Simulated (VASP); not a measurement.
These are PBE GGA, VASP's PBE PAW potentials (set 64) (plane waves; VASP 6.6.1) values and carry that method's errors.

A VASP calculation is set up with these files.

**INCAR**
```
SYSTEM = HfO2
PREC = Accurate
ENCUT = 520
EDIFF = 1E-6
NELM = 100
ALGO = Normal
LREAL = .FALSE.
LASPH = .TRUE.
ISMEAR = 0
SIGMA = 0.05
GGA = PE
LMAXMIX = 6
LWAVE = .FALSE.
LCHARG = .FALSE.
ISIF = 2
NELECT = 22.02
```

POSCAR:
```
HfO2
1
    0.0000000000     2.5050600000     2.4654100000
    2.4912260000     0.0000000000     2.4654100000
    2.4912260000     2.5050600000     0.0000000000
Hf O
1 2
Direct
  0.0000000000   0.0000000000   0.0000000000
  0.2500000000   0.2500000000   0.2500000000
  0.7393630000   0.7606370000   0.7606370000
```

File KPOINTS:
```
Automatic
0
Gamma
7 7 7
0 0 0
```

POTCAR, in this order: Hf_pv O (PBE.64 set). Program: vasp_std.

What VASP printed:

File OUTCAR:
```
 ion  position               nearest neighbor table
   1  0.000  0.000  0.000-   3 2.12   3 2.12   2 2.15   2 2.15   2 2.15   2 2.15   3 2.19   3 2.19
  LATTYP: Found a face centered orthorhombic cell.
 ALAT       =     4.9308200000
 B/A-ratio  =     1.0104712806
 C/A-ratio  =     1.0160825177
 Subroutine PRICEL returns:
 Original cell was already a primitive cell.
 Subroutine GETGRP returns: Found  2 space group operations
The static configuration has the point symmetry C_2 .
The dynamic configuration has the point symmetry C_2 .
 Subroutine INISYM returns: Found  2 space group operations
 Subroutine IBZKPT returns following result:
 Found    100 irreducible k-points:

 Following reciprocal coordinates:
            Coordinates               Weight
  0.000000  0.000000  0.000000      1.000000
  0.142857  0.000000  0.000000      4.000000
  0.000000  0.142857  0.000000      4.000000
  0.285714 -0.000000  0.000000      4.000000
 -0.000000  0.285714 -0.000000      4.000000
  0.428571 -0.000000 -0.000000      4.000000
 -0.000000  0.428571  0.000000      4.000000
  0.142857  0.142857  0.000000      2.000000
  0.285714  0.142857  0.000000      4.000000
  0.142857  0.285714 -0.000000      4.000000
  0.428571  0.142857 -0.000000      4.000000
  0.142857  0.428571  0.000000      4.000000
 -0.428571  0.142857  0.000000      4.000000
  0.142857 -0.428571  0.000000      4.000000
 -0.285714  0.142857 -0.000000      4.000000
  0.142857 -0.285714  0.000000      4.000000
 -0.142857  0.142857  0.000000      4.000000
  0.285714  0.285714  0.000000      2.000000
  0.428571  0.285714 -0.000000      4.000000
  0.285714  0.428571  0.000000      4.000000
 -0.428571  0.285714 -0.000000      4.000000
  0.285714 -0.428571  0.000000      4.000000
 -0.285714  0.285714 -0.000000      4.000000
...
```

File OSZICAR:
```
       N       E                     dE             d eps       ncg     rms          rms(c)
DAV:   1     0.101157838200E+03    0.10116E+03   -0.13189E+04  3000   0.146E+03
DAV:   2    -0.321569581149E+02   -0.13331E+03   -0.13019E+03  3840   0.325E+02
DAV:   3    -0.356258959152E+02   -0.34689E+01   -0.34658E+01  3875   0.525E+01
DAV:   4    -0.356430564313E+02   -0.17161E-01   -0.17159E-01  3812   0.400E+00
DAV:   5    -0.356431949433E+02   -0.13851E-03   -0.13851E-03  3784   0.321E-01    0.548E+01
DAV:   6    -0.300516868546E+02    0.55915E+01   -0.28726E+01  3329   0.394E+01    0.470E+01
DAV:   7    -0.299779557450E+02    0.73731E-01   -0.69804E-01  3840   0.798E+00    0.302E+01
DAV:   8    -0.299605268624E+02    0.17429E-01   -0.15355E-01  3945   0.431E+00    0.552E+00
DAV:   9    -0.299525314250E+02    0.79954E-02   -0.33794E-02  3987   0.162E+00    0.162E+00
DAV:  10    -0.299525572219E+02   -0.25797E-04   -0.39939E-03  3638   0.509E-01    0.265E-01
DAV:  11    -0.299525371785E+02    0.20043E-04   -0.27216E-04  3546   0.144E-01    0.203E-01
DAV:  12    -0.299525449570E+02   -0.77786E-05   -0.41447E-05  4023   0.494E-02    0.414E-02
DAV:  13    -0.299525458403E+02   -0.88330E-06   -0.18628E-06  3398   0.115E-02
   1 F= -.29952546E+02 E0= -.29952302E+02  d E =-.487048E-03
```

OUTCAR:
```
------------------------ aborting loop because EDIFF is reached ----------------------------------------
  FORCE on cell =-STRESS in cart. coord.  units (eV):
  Direction    XX          YY          ZZ          XY          YZ          ZX
  --------------------------------------------------------------------------------------
  Total        3.3830652      2.8381508      4.2921982      0.0000000      0.5487887      0.0000000
  in kB      176.1450907    147.7731856    223.4806579      0.0000000     28.5736229      0.0000000
  external PRESSURE =     182.4663114 kB  Pullay stress =       0.0000000 kB
  volume of cell :       30.77
      direct lattice vectors                 reciprocal lattice vectors
     0.000000000  2.505060000  2.465410000    -0.200704392  0.199596018  0.202806024
     2.491226000  0.000000000  2.465410000     0.200704392 -0.199596018  0.202806024
     2.491226000  2.505060000  0.000000000     0.200704392  0.199596018 -0.202806024
 POSITION                                       TOTAL-FORCE (eV/Angst)
 -----------------------------------------------------------------------------------
      0.00000      0.00000      0.00000         0.222493     -0.000000      0.000000
      1.24561      1.25253      1.23270         0.494044      0.000000     -0.000000
      3.78984      3.75759      3.69811        -0.716536      0.000000      0.000000
 -----------------------------------------------------------------------------------
    total drift:                               -0.000032      0.000000     -0.000000
  FREE ENERGIE OF THE ION-ELECTRON SYSTEM (eV)
  ---------------------------------------------------
  free  energy   TOTEN  =       -29.9525458403 eV

  energy  without entropy=      -29.9520587926  energy(sigma->0) =      -29.95230232
```
(Selected blocks of OUTCAR.)

### OUTCAR
```
 val. band max:        8.8247044508   @ k =   0.0000   0.4286   0.4286

 cond. band min:       8.8424253847   @ k =   0.4286   0.0000   0.4286


 Fermi energy:         8.8293254300

 k-point     1 :       0.0000    0.0000    0.0000
  band No.  band energies     occupation
      1     -24.6391      2.00000
      2     -24.6283      2.00000
      3     -24.6231      2.00000
      4     -14.3275      2.00000
      5     -10.9954      2.00000
      6      -0.9901      2.00000
      7      -0.9293      2.00000
      8      -0.8605      2.00000
      9       4.0272      2.00000
     10       4.1153      2.00000
     11       4.2669      2.00000
     12       8.7208      1.99786
     13       8.8743      0.20385
     14      11.0559      0.00000
     15      15.7415      0.00000

 k-point     2 :       0.1429    0.0000    0.0000
  band No.  band energies     occupation
      1     -24.7460      2.00000
      2     -24.6479      2.00000
      3     -24.6391      2.00000
      4     -14.0071      2.00000
      5     -11.2486      2.00000
      6      -0.7327      2.00000
      7      -0.6538      2.00000
      8      -0.3540      2.00000
      9       3.5261      2.00000
     10       3.6866      2.00000
     11       3.8120      2.00000
     12       9.1475      0.00000
     13       9.2794      0.00000
     14      11.7548      0.00000
     15      15.1400      0.00000

 k-point     3 :       0.0000    0.1429    0.0000
  band No.  band energies     occupation
      1     -24.7459      2.00000
      2     -24.6444      2.00000
      3     -24.6370      2.00000
      4     -14.0288      2.00000
      5     -11.2338      2.00000
      6      -0.7798      2.00000
      7      -0.7249      2.00000
      8      -0.2985      2.00000
      9       3.5180      2.00000
     10       3.7244      2.00000
     11       3.8636      2.00000
     12       9.1241      0.00000
     13       9.2515      0.00000
     14      11.8345      0.00000
     15      14.8305      0.00000
...
```

The cell is charged, with a uniform compensating background. Unless said otherwise, spin-orbit coupling is left out, though it shifts the bands of the heavy elements here.

The compound is HfO2 in the fluorite structure, the high-temperature cubic form, which is unstable at 0 K; the monoclinic form is the stable one. The cell was not relaxed at this level, atoms are displaced from their ideal sites. The k-mesh is coarse (spacing up to 0.31 per Å, 2π included), so the numbers may not be converged in it. The run is one of a series of settings (NELECT = 22.02 against the base run), some of them coarse on purpose.
